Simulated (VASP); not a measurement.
Energy against volume of BaTiO3 (cubic perovskite). Calculation: TPSS meta-GGA, VASP's PBE PAW potentials (set 64) (plane waves; VASP 6.6.1).

```csv
V (Å³/atom),E (eV/atom)
12.173,-12.32425
12.561,-12.34679
12.950,-12.35438
13.338,-12.34929
13.727,-12.33352
```

Q: Fit a third-order Birch-Murnaghan equation of state.

A: 
| Item | Value |
|---|---|
| volume per atom | 12.98 Å³/atom |
| bulk modulus | 172 GPa |
| pressure derivative of the bulk modulus | 4.60 |
| lattice constant a | 4.018 Å |

Measured: bulk modulus 162 GPa (computed value off by +6.1 %), as given by Yu-ichiro Matsushita et al., Physical Review B (2011), arXiv:1104.2769; a 4.001 Å (computed value off by +0.4 %), as given by Yubo Zhang et al., Physical Review B (2017), arXiv:1702.04817. The calculation is for a static lattice, while the measured bulk modulus, a hold thermal and zero-point effects, which are part of the difference.

The compound is BaTiO3 in the cubic perovskite structure, the ideal cubic form; the compound distorts at low or room temperature. It was relaxed first.
